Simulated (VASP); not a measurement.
The input files of a VASP run:

### KPOINTS
```
Automatic mesh
0
Gamma
7 7 4
0 0 0
```

INCAR:
```
SYSTEM = ZnO
PREC = Accurate
ENCUT = 520
EDIFF = 1E-6
NELM = 100
ALGO = Normal
LREAL = .FALSE.
LASPH = .TRUE.
ISMEAR = 0
SIGMA = 0.05
GGA = PE
LMAXMIX = 4
LWAVE = .FALSE.
LCHARG = .FALSE.
ISIF = 2
```

**POSCAR**
```
ZnO
5.2505270
  0.3179355139  -0.5275567576   0.0000000000
  0.3179355139   0.5275567576   0.0000000000
  0.0000000000   0.0000000000   1.0000000000
Zn O
2 2
Cartesian
  0.3179355139  -0.1758526042   0.5000000000
  0.3179355139   0.1758526042   0.0000000000
  0.3179355139  -0.1758526042   0.8820000000
  0.3349412487   0.1758526042   0.3820000000
```

POTCAR, in this order: Zn O (PBE.64 set). Program: vasp_std.

**Question.** Write an equivalent input for Ansatz.

**Answer.** One equivalent input (not run):
Ansatz 0.2 input:
```yaml
crystal:
  lattice:
    - [1.6693290, -2.7699510, 0.0000000]
    - [1.6693290, 2.7699510, 0.0000000]
    - [0.0000000, 0.0000000, 5.2505270]
  atoms:
    - { symbol: Zn, position: [0.6666670, 0.3333330, 0.5000000] }
    - { symbol: Zn, position: [0.3333330, 0.6666670, 0.0000000] }
    - { symbol: O, position: [0.6666670, 0.3333330, 0.8820000] }
    - { symbol: O, position: [0.3600770, 0.6934110, 0.3820000] }
kpoints:
  mp_grid: { grid: [7, 7, 4] }
hamiltonian:
  xc: pbe
  pseudopotentials: { kind: paw }
scf:
  occupations: { method: gaussian, width: 0.05 }
  max_iter: 100
output: { forces: true, stress: true, eigenvalues: true }
```
Limits of the translation: each code has its own PAW files, so the cut-off isn't converted (ENCUT is set for VASP's; basis.ecutwfc is left out, and Ansatz then takes the one that its files recommend); Ansatz stops its SCF on the density residual and VASP on the energy change (EDIFF).

The compound is ZnO in the wurtzite structure. The cell was not relaxed at this level, atoms are displaced from their ideal sites.
